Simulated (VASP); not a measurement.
VASP input:

File POSCAR:
```
MgO
1
    0.0000000000     2.0086368012     2.0086368012
    2.0086368012     0.0000000000     2.0086368012
    2.0086368012     2.0086368012     0.0000000000
Mg O
1 1
Direct
  0.0000000000   0.0000000000   0.0000000000
  0.5000000000   0.5000000000   0.5000000000
```

**KPOINTS**
```
Automatic mesh
0
Gamma
11 11 11
0 0 0
```

INCAR:
```
ENCUT  =  620
SYSTEM  =  MgO
ALGO  =  Normal
PSTRESS  =  450
ISMEAR  =  0
NSW  =  40   ! most ionic steps
NELM  =  100
SIGMA  =  0.05   ! width (eV)
EDIFF  =  1E-6
LREAL  =  .FALSE.
PREC  =  Accurate
ISIF  =  3
EDIFFG  =  -0.02   ! ionic stop
LASPH  =  .TRUE.   ! aspherical one-centre terms
LWAVE  =  .FALSE.
GGA  =  PS   ! PBEsol
LCHARG  =  .FALSE.
IBRION  =  2
```

POTCAR, in this order: Mg O (PBE.64 set). Program: vasp_std.

Problem. Translate this PBEsol calculation to Ansatz.

Solution. One equivalent input (not run):
Ansatz 0.2 input:
```yaml
crystal:
  lattice:
    - [0.0000000, 2.0086368, 2.0086368]
    - [2.0086368, 0.0000000, 2.0086368]
    - [2.0086368, 2.0086368, 0.0000000]
  atoms:
    - { symbol: Mg, position: [0.0000000, 0.0000000, 0.0000000] }
    - { symbol: O, position: [0.5000000, 0.5000000, 0.5000000] }
kpoints:
  mp_grid: { grid: [11, 11, 11] }
hamiltonian:
  xc: pbesol
  pseudopotentials: { kind: paw }
scf:
  occupations: { method: gaussian, width: 0.05 }
  max_iter: 100
relax:
  max_steps: 40
  f_tol: 0.02
  cell: { p_target: 45 }
output: { forces: true, stress: true, eigenvalues: true }
```
Limits of the translation: each code has its own PAW files, so the cut-off isn't converted (ENCUT is set for VASP's; basis.ecutwfc is left out, and Ansatz then takes the one that its files recommend); Ansatz stops its SCF on the density residual and VASP on the energy change (EDIFF).

The compound is MgO in the rock salt structure. This run relaxes it under an external pressure of 45 GPa. Symmetry was kept, so distortions that lower it aren't found.
